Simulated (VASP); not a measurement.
LaB6 (cab6) is relaxed at rising pressure, each step from the one before. Symmetry mostly holds the structure type, and other phases were not tried. The mesh follows the cell, and a change of mesh leaves a small step in the series.

Data:

Space group Pm-3m (No. 221); a = b = c = 4.1305 Å, α = β = γ = 90.00°

```
atom  site  symmetry       x       y       z
----  ----  --------  ------  ------  ------
La      1a      m-3m  0.0000  0.0000  0.0000
B       6f      4m.m  0.1996  0.5000  0.5000
```

Computed with PBEsol GGA, VASP's PBE PAW potentials (set 64) (plane waves; VASP). Run with 620 eV cut-off, 8×8×8 Γ-centred mesh, first-order Methfessel-Paxton smearing of 0.10 eV, potentials La B.

```json
[
 {"P (GPa)": "0", "V (Å³/atom)": "10.07", "H − H(0) (eV/atom)": "0.000", "space group": "Pm-3m", "gap on the mesh (eV)": "0.00", "k-mesh": "8×8×8"},
 {"P (GPa)": "5", "V (Å³/atom)": "9.80", "H − H(0) (eV/atom)": "0.310", "space group": "Pm-3m", "gap on the mesh (eV)": "0.00", "k-mesh": "8×8×8"},
 {"P (GPa)": "10", "V (Å³/atom)": "9.57", "H − H(0) (eV/atom)": "0.613", "space group": "Pm-3m", "gap on the mesh (eV)": "0.00", "k-mesh": "8×8×8"},
 {"P (GPa)": "20", "V (Å³/atom)": "9.17", "H − H(0) (eV/atom)": "1.197", "space group": "Pm-3m", "gap on the mesh (eV)": "0.00", "k-mesh": "8×8×8"},
 {"P (GPa)": "30", "V (Å³/atom)": "[?]", "H − H(0) (eV/atom)": "[?]", "space group": "Pm-3m", "gap on the mesh (eV)": "0.00", "k-mesh": "8×8×8"},
 {"P (GPa)": "45", "V (Å³/atom)": "[?]", "H − H(0) (eV/atom)": "[?]", "space group": "Pm-3m", "gap on the mesh (eV)": "0.00", "k-mesh": "8×8×8"}
]
```

Task: What belongs in the gaps?

Result: 
- 45, V (Å³/atom): 8.42
- 45, H − H(0) (eV/atom): 2.566
- 30, V (Å³/atom): 8.83
- 30, H − H(0) (eV/atom): 1.759

Pressures at which the relaxation failed are left out.

The compound is LaB6 in the cab6 structure. The electron count is odd and the run is not spin-polarised, which forces a metal.
